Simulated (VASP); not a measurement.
TeAu4:

```
CELL_PARAMETERS angstrom
4.75435 0.00000 0.00000
0.00000 4.75435 0.00000
0.00000 0.00000 4.75435
ATOMIC_POSITIONS crystal
Te 0.00000 0.00000 0.00000
Au 0.50000 0.50000 0.50000
Au 0.00000 0.50000 0.50000
Au 0.50000 0.00000 0.50000
Au 0.50000 0.50000 0.00000
```

The cell was built by a generator and needn't be a form met in nature.

The cell isn't the ideal one: species swapped into the Mn4N type (Pm-3m, No. 221).

- Program: VASP 6.6.1
- Task: relaxation of cell and atoms
- Functional: PBE
- Potentials or basis: VASP PAW PBE potentials, release 64 (Te, Au)
- Cutoff: 600 eV
- k mesh: 4 × 4 × 4
- Occupations: gaussian, width 0.1 eV
- Spin: no spin polarisation

At the start: pressure 26.2 GPa; volume 21.49 Å³/atom.

Q: Where does the relaxation end?

A: Over 4 steps the energy falls by 334.1 meV/atom and the volume is 26.74 Å³/atom (+24.4 %); space group Pm-3m (No. 221, to 0.05 Å).

The path:
| step | energy change (eV) | largest force (eV/Å) | pressure (GPa) | volume (Å³) |
| --- | --- | --- | --- | --- |
| 1 | 0.0000 | 0.0000 | 26.18 | 107.47 |
| 2 | -0.3919 | 0.0000 | -7.84 | 171.87 |
| 3 | -1.6688 | 0.0000 | -0.58 | 134.48 |
| 4 | -1.6707 | 0.0000 | -0.20 | 133.70 |

Final structure:
```cif
data_structure
_symmetry_space_group_name_H-M 'P 1'
_symmetry_Int_Tables_number 1
_cell_length_a 5.1134
_cell_length_b 5.1134
_cell_length_c 5.1134
_cell_angle_alpha 90.000
_cell_angle_beta 90.000
_cell_angle_gamma 90.000
_cell_volume 133.70
loop_
_atom_site_label
_atom_site_type_symbol
_atom_site_fract_x
_atom_site_fract_y
_atom_site_fract_z
_atom_site_occupancy
Te1 Te 0.00000 0.00000 0.00000 1
Au1 Au 0.50000 0.50000 0.50000 1
Au2 Au 0.00000 0.50000 0.50000 1
Au3 Au 0.50000 0.00000 0.50000 1
Au4 Au 0.50000 0.50000 0.00000 1
```

Caveat: the volume moved by over 15 % at a fixed basis, so the end points are rough.
